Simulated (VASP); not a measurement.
An input for Ansatz (written as the equivalent of a VASP run, and not itself run):

Ansatz 0.2 input:
```yaml
crystal:
  lattice:
    - [0.0000000, 2.8389895, 2.8389895]
    - [2.8389895, 0.0000000, 2.8389895]
    - [2.8389895, 2.8389895, 0.0000000]
  atoms:
    - { symbol: Y, position: [0.0000000, 0.0000000, 0.0000000] }
    - { symbol: B, position: [0.2500000, 0.2500000, 0.2500000] }
kpoints:
  mp_grid: { grid: [12, 12, 12] }
hamiltonian:
  xc: pbesol
  pseudopotentials: { kind: paw }
scf:
  occupations: { method: tetrahedron }
  max_iter: 100
output: { forces: true, stress: true, eigenvalues: true }
```

Problem. Translate this input to VASP (INCAR, KPOINTS, POSCAR, choice of POTCAR).

Solution. This is not unique; one that fits is 
### INCAR
```
ALGO  =  Normal
EDIFF  =  1E-7
ENCUT  =  520
GGA  =  PS
ISIF  =  2
ISMEAR  =  -5
LASPH  =  .TRUE.
LCHARG  =  .TRUE.
LMAXMIX  =  4
LORBIT  =  11
LREAL  =  .FALSE.
LWAVE  =  .FALSE.
NEDOS  =  601
NELM  =  100
PREC  =  Accurate
SYSTEM  =  YB
```

KPOINTS:
```
K-points
0
G
 12 12 12
```

File POSCAR:
```
YB
1
    0.0000000000     2.8389895186     2.8389895186
    2.8389895186     0.0000000000     2.8389895186
    2.8389895186     2.8389895186     0.0000000000
Y B
1 1
Direct
  0.0000000000   0.0000000000   0.0000000000
  0.2500000000   0.2500000000   0.2500000000
```

POTCAR, in this order: Y_sv B (PBE.64 set). Program: vasp_std.

What does not carry over: each code has its own PAW files, so the cut-off isn't converted (ENCUT is set for VASP's; basis.ecutwfc is left out, and Ansatz then takes the one that its files recommend); Ansatz stops its SCF on the density residual and VASP on the energy change (EDIFF).

The structure was generated: YB was put into the zinc blende type (F-43m), which need not be its known phase. It was relaxed first, which changed the volume by -28 %.
